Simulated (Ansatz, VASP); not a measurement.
# Cross-check of FeSi2 (Linzhiite) between VASP and Ansatz, part 2 of 2

Aim: how closely do two programs agree when they are given the same cell, functional and k mesh? The structure shown is the start of the Ansatz relaxation below; VASP solves that cell, so the two are compared at the walk's first step.

VASP 6.6.1 and Ansatz 0.2.0.

So far. Step 4 (Differences): The forces differ by 7.2 meV/Å r.m.s., which is 11.7 % of the r.m.s. force of 0.061 eV/Å (both taken over all components).

## Step 7: VASP: single point, PBEsol, start cell, pair 2

Level of this step: PBEsol, no spin polarisation; plane waves and PAW (Si, Fe) (VASP).

The same cell, functional, mesh and smearing now go to VASP, with its own data sets.

Contents of INCAR:

```
SYSTEM = FeSi2
PREC = Accurate
ENCUT = 520
EDIFF = 1E-06
NELM = 120
ISMEAR = 1
SIGMA = 0.2
LREAL = .FALSE.
ALGO = Normal
GGA = PS
NBANDS = 14
LASPH = .TRUE.
LORBIT = 11
LWAVE = .FALSE.
LCHARG = .FALSE.
ISIF = 2
GGA_COMPAT = .FALSE.
KPAR = 2
```

Contents of POSCAR:

```
FeSi2
1.0
    2.7293410000      0.0000000000      0.0000000000
    0.0000000000      2.7293410000      0.0000000000
    0.0000000000      0.0000000000      5.0853900000
Si Fe
2 1
Direct
    0.4999998168      0.4999998168      0.2710248378
    0.4999998168      0.4999998168      0.7289751622
    0.0000000000      0.0000000000      0.0000000000
```

Contents of KPOINTS:

```
Automatic mesh
0
Gamma
16 16 8
0 0 0
```

Potentials, in the order of the species: Si and Fe (PBE family, release 64).

Command:

```bash
mpirun -np 2 vasp_std
```

Numbers of over 12 decimals in the logs are rounded to 6 here.

The log of the run:

```text
[banner, memory and clock lines left out]
running    2 mpi-ranks, on    1 nodes
[...]
[... a notice as in an earlier step ...]

 LDA part: xc-table for (Slater+PW92), standard interpolation
 POSCAR, INCAR and KPOINTS ok, starting setup
[...]
entering main loop
       N       E                     dE             d eps       ncg     rms          rms(c)
DAV:   1     0.606308424952E+02    0.60631E+02   -0.70619E+03  6332   0.115E+03
DAV:   2    -0.199471657946E+02   -0.80578E+02   -0.71740E+02  6456   0.216E+02
DAV:   3    -0.236913467608E+02   -0.37442E+01   -0.35894E+01  8624   0.516E+01
DAV:   4    -0.237785572848E+02   -0.87211E-01   -0.87086E-01  7244   0.748E+00
[...]
DAV:  12    -0.219174911707E+02    0.31778E-05   -0.33471E-05  9196   0.748E-02    0.217E-02
DAV:  13    -0.219174895178E+02    0.16529E-05   -0.47574E-06  7946   0.306E-02    0.519E-03
DAV:  14    -0.219174896623E+02   -0.14445E-06   -0.27582E-07  4140   0.614E-03
   1 F= -.21917490E+02 E0= -.21918035E+02  d E =0.163539E-02
```

Parts of OUTCAR (step 7):

```text
  Total       -1.8114767     -1.8114767     -0.3174573      0.0000000      0.0000000     -0.0000000
  in kB      -76.6131761    -76.6131761    -13.4262920      0.0000000      0.0000000     -0.0000000
  external PRESSURE =     -55.5508814 kB  Pullay stress =       0.0000000 kB

 POSITION                                       TOTAL-FORCE (eV/Angst)
 -----------------------------------------------------------------------------------
      1.36467      1.36467      1.37827         0.000000      0.000000     -0.129397
      1.36467      1.36467      3.70712         0.000000      0.000000      0.129397
      0.00000      0.00000      0.00000         0.000000      0.000000     -0.000000
 -----------------------------------------------------------------------------------
    total drift:                                0.000006      0.000006     -0.000000

  FREE ENERGIE OF THE ION-ELECTRON SYSTEM (eV)
  ---------------------------------------------------
  free  energy   TOTEN  =       -21.9174896623 eV

  energy  without entropy=      -21.9191250506  energy(sigma->0) =      -21.91803479

[... 1 part as in an earlier step ...]

[... 2 further parts left out ...]
[key lines of the parts left out:]
E-fermi :   9.5700
```

The run ends at a pressure of -5.56 GPa, with forces up to 0.13 eV/Å.

## Step 8: Differences

What differs besides the data sets and the points named for the pairs above, as far as they apply: the data sets hold 24 valence electrons in Ansatz (on its PAW soft_1 files) and 16 in VASP. Total energies have different zeros and are not compared.

Forces (eV/Å; atoms numbered as in POSCAR):

```tsv
atom	Ansatz x, y, z	VASP x, y, z
Si1	0.000, 0.000, -0.142	0.000, 0.000, -0.129
Si2	0.000, 0.000, 0.142	0.000, 0.000, 0.129
Fe3	0.000, 0.000, 0.000	0.000, 0.000, 0.000
```

The forces differ by 5.9 meV/Å r.m.s., which is 9.6 % of the r.m.s. force of 0.061 eV/Å (both taken over all components).

## Step 9: Further runs

Further runs change the set-up of one program: Ansatz's method, potentials or start, or VASP's data sets, cutoff or form of LDA. The table gives that difference for each run.

```tsv
run	r.m.s. force difference (meV/Å)
as above	5.9
VASP with a cutoff of 600 eV (perhaps on Ansatz's relaxed cell)	5.9
```

## Step 10: Ansatz: relaxation, PBEsol

The two programs are compared at the cell with which this relaxation starts, whose forces are those of its first step. The cell compared in this pair holds 38.47 Å³, against 37.88 Å³ for the pair before.

The structure compared here is the start of the Ansatz relaxation; VASP solves that cell, so the two are compared at the walk's first step.

Contents of input.yaml:

```yaml
crystal:
  lattice:
    - [2.7560987473, 0.0, 0.0]
    - [0.0, 2.7560987473, 0.0]
    - [0.0, 0.0, 5.0648239799]
  atoms:
    - { symbol: Si, position: [0.5, 0.5, 0.2700788137] }
    - { symbol: Si, position: [0.5, 0.5, 0.7299211863] }
    - { symbol: Fe, position: [0.0, 0.0, 0.0] }
kpoints:
  mp_grid: { grid: [16, 16, 8] }
hamiltonian:
  xc: pbesol
  pseudopotentials: { kind: paw, azcp: { folder: soft_1 }, xc_functional: pbe }
scf:
  occupations: { method: methfessel_paxton, width: 0.2 }
output:
  forces: true
  stress: true
  eigenvalues: true
relax:
  adjacent_minimum: "off"
  f_tol: 0.001
  max_steps: 60
  cell: { stress_tol: 0.01, fix: [a, b, gamma] }
```

Command:

```bash
ansatz run input.yaml --threads 4 --pin off --max-ram 10240MiB --backend cpu --events-out ev --progress --plain --runs-dir out
```

The log of the run:

```text
[...]
Crystal: 3 atoms, lattice volume = 38.473 Å³
Basis set: ecut = 420 eV, 789 PW (Γ), exchange–correlation on 40×40×72 points (8 copies of the dense FFT grid, shifted against one another)
Bands: 16, of which v1, the nominal top of the filled ones, is band 12 counted from 1 (11 counted from 0)
Symmetry: 16 space group operations
[...]
k-points: 225 of 2048
[...]
k-point 224: bands = [... 8 lower, 10.1929, 10.1929, 11.9512, 13.5595, 14.0868, 14.0868, 14.8784, 16.0376]
--- Relaxed structure (3 steps of the walk, 3 accepted, 1 SCFs on fresh bases) ---
[...]
cell:  # Å, volume = 38.3230 Å³
    - [2.7560987473, 0.0, 0.0]
    - [0.0, 2.7560987473, 0.0]
    - [0.0, 0.0, 5.045105]
  atoms:
    - { symbol: Si, position: [0.5, 0.5, 0.269153] }
    - { symbol: Si, position: [0.5, 0.5, 0.730847] }
    - { symbol: Fe, position: [0, 0, 0] }
[key lines of the parts left out:]
SCF converged after 6 iterations
Free energy (F): -5693.286915 eV
Fermi energy:    13.536745 eV
P = ⅓ Tr σ = -7.0947 GPa (-70.947 kbar)
```

## Step 11: VASP: single point, PBEsol, start cell, pair 3

The same cell, functional, mesh and smearing now go to VASP, with its own data sets.

INCAR is that of step 7.

Contents of POSCAR:

```
FeSi2
1.0
    2.7560990000      0.0000000000      0.0000000000
    0.0000000000      2.7560990000      0.0000000000
    0.0000000000      0.0000000000      5.0648240000
Si Fe
2 1
Direct
    0.4999998186      0.4999998186      0.2700788813
    0.4999998186      0.4999998186      0.7299211187
    0.0000000000      0.0000000000      0.0000000000
```

KPOINTS is that of step 7.

Command:

```bash
mpirun -np 2 vasp_std
```

The log of the run:

```text
[... set-up lines as in an earlier step ...]
 entering main loop
       N       E                     dE             d eps       ncg     rms          rms(c)
DAV:   1     0.596444978572E+02    0.59644E+02   -0.70405E+03  6356   0.114E+03
DAV:   2    -0.199739420129E+02   -0.79618E+02   -0.70883E+02  6462   0.215E+02
DAV:   3    -0.236814136364E+02   -0.37075E+01   -0.35537E+01  8566   0.510E+01
DAV:   4    -0.237681772768E+02   -0.86764E-01   -0.86611E-01  7230   0.744E+00
[...]
DAV:  12    -0.218767734089E+02    0.18026E-05   -0.47034E-05  8572   0.866E-02    0.229E-02
DAV:  13    -0.218767708790E+02    0.25299E-05   -0.55851E-06  7934   0.365E-02    0.569E-03
DAV:  14    -0.218767709974E+02   -0.11839E-06   -0.26809E-07  4104   0.531E-03
   1 F= -.21876771E+02 E0= -.21877534E+02  d E =0.229009E-02
```

OUTCAR, selected parts (step 11):

```text
  Total       -2.6119610     -2.6119610     -0.3044951      0.0000000      0.0000000      0.0000000
  in kB     -108.7735447   -108.7735447    -12.6805146      0.0000000      0.0000000      0.0000000
  external PRESSURE =     -76.7425347 kB  Pullay stress =       0.0000000 kB

 POSITION                                       TOTAL-FORCE (eV/Angst)
 -----------------------------------------------------------------------------------
      1.37805      1.37805      1.36790         0.000000      0.000000     -0.127520
      1.37805      1.37805      3.69692         0.000000      0.000000      0.127520
      0.00000      0.00000      0.00000         0.000000      0.000000      0.000000
 -----------------------------------------------------------------------------------
    total drift:                                0.000007      0.000007     -0.000000

  FREE ENERGIE OF THE ION-ELECTRON SYSTEM (eV)
  ---------------------------------------------------
  free  energy   TOTEN  =       -21.8767709974 eV

  energy  without entropy=      -21.8790610901  energy(sigma->0) =      -21.87753436

[... 1 part as in an earlier step ...]

[... 2 further parts left out ...]
[key lines of the parts left out:]
E-fermi :   9.3541
```

The run ends at a pressure of -7.67 GPa, with forces up to 0.13 eV/Å.

## Step 12: Differences

What differs besides the data sets and the points named for the pairs above, as far as they apply: the data sets hold 24 valence electrons in Ansatz (on its PAW soft_1 files) and 16 in VASP. Total energies have different zeros and are not compared.

Forces (eV/Å; atoms numbered as in POSCAR):

```tsv
atom	Ansatz x, y, z	VASP x, y, z
Si1	0.000, 0.000, -0.138	0.000, 0.000, -0.128
Si2	0.000, 0.000, 0.138	0.000, 0.000, 0.128
Fe3	0.000, 0.000, 0.000	0.000, 0.000, 0.000
```

The forces differ by 4.8 meV/Å r.m.s., which is 7.9 % of the r.m.s. force of 0.060 eV/Å (both taken over all components).

## Step 13: Further runs

Further runs change the set-up of one program: Ansatz's method, potentials or start, or VASP's data sets, cutoff or form of LDA. The table gives that difference for each run.

```tsv
run	r.m.s. force difference (meV/Å)
as above	4.8
VASP with a cutoff of 600 eV (perhaps on Ansatz's relaxed cell)	4.8
```

## Step 14: Results

```
r.m.s. force difference (single point, PBEsol, start cell, pair 1) : 7.2 meV/Å
r.m.s. force difference (single point, PBEsol, start cell, pair 2) : 5.9 meV/Å
r.m.s. force difference (single point, PBEsol, start cell, pair 3) : 4.8 meV/Å
```

What this shows: The r.m.s. force difference is 7.2 meV/Å (single point, PBEsol, start cell, pair 1), within the 12 meV/Å picked in this series as the mark of a large difference. The data sets hold unlike numbers of valence electrons (24 in Ansatz and 16 in VASP), so part of the differences comes from the potentials. 7 further runs of this series are not shown here. How closely two codes agree says nothing of how well the functional describes the real material.

[Lines on the potential files, build, host, timing and source positions are cut from VASP's logs without a mark.]

[Logs are printed without paths, hosts, clocks, repeated set-up lines and the standing remarks that a program may print on its own settings, such as how far it seeks lower states.]

[Hosts, paths, dates, database ids (printed as entryN), source tags and the programs' standing remarks are cut or masked in the printed files.]

[Rows of further runs with another cutoff or data set may stand on the cell that Ansatz relaxed, not on the start cell of the pair above them.]
